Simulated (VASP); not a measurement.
Consider the following.

```
CELL_PARAMETERS angstrom
      0.00000     2.23341     2.23341
      2.23341     0.00000     2.23341
      2.23341     2.23341     0.00000
ATOMIC_POSITIONS crystal
  Si 0.00000 0.00000 0.00000
  C  0.25000 0.25000 0.25000
```

All values below come from optB88-vdW, VASP's PBE PAW potentials (set 64) (plane waves; VASP). Run with 520 eV cut-off, 10×10×10 Γ-centred mesh, Gaussian smearing of 0.050 eV, potentials Si C.

**Question.** What does the run give for the energy per atom (σ→0), pressure, band gap (on the k-mesh) with the smallest direct gap where there is one?

**Answer.** 
```yaml
band gap (on the k-mesh): 1.59 eV
smallest direct gap (on the k-mesh): 4.61 eV
energy per atom (σ→0): -6326 meV/atom
pressure: -10.95 GPa
```

The absolute energy has meaning only against runs of the same code, potentials and settings.

The compound is SiC in the zinc blende structure. This cell is one point of a volume scan, at 1.06 of the reference volume.
